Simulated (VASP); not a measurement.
Shape and ions are relaxed at each volume.

Input:

```cif
data_Mn2S2
_chemical_formula_sum 'Mn2 S2'
_space_group_name_H-M_alt 'P 1'
_space_group_IT_number 1
_cell_length_a 6.16013
_cell_length_b 6.16013
_cell_length_c 6.16013
_cell_angle_alpha 33.813
_cell_angle_beta 33.813
_cell_angle_gamma 33.813
loop_
_space_group_symop_operation_xyz
  'x, y, z'
loop_
_atom_site_label
_atom_site_type_symbol
_atom_site_fract_x
_atom_site_fract_y
_atom_site_fract_z
_atom_site_occupancy
Mn1 Mn 0.00000 0.00000 0.00000 1
Mn2 Mn 0.50000 0.50000 0.50000 1
S1 S 0.25000 0.25000 0.25000 1
S2 S 0.75000 0.75000 0.75000 1
```
Starting moments (μB, in the order of the record's atoms Mn Mn S S): 4.1 -4.1 0.0 0.0.

Computed with PBE GGA with D4 dispersion, VASP's PBE PAW potentials (set 64) (plane waves; VASP). Settings: 520 eV cut-off, 7×7×7 Γ-centred mesh, Gaussian smearing of 0.050 eV, potentials Mn_pv S.

Question: Give the energy at these volumes per atom, relative to the lowest: 15.17, 15.65, 16.14, 16.62, 17.10 Å³.

Answer: 16.3, 3.8, 0.0, 3.8, 14.1 meV/atom. A third-order Birch-Murnaghan fit gives B0 = 83.5 GPa and B0′ = 3.5.

The compound is MnS in the rock salt, AFM-II order structure. It was relaxed first, which changed the volume by -9 %.
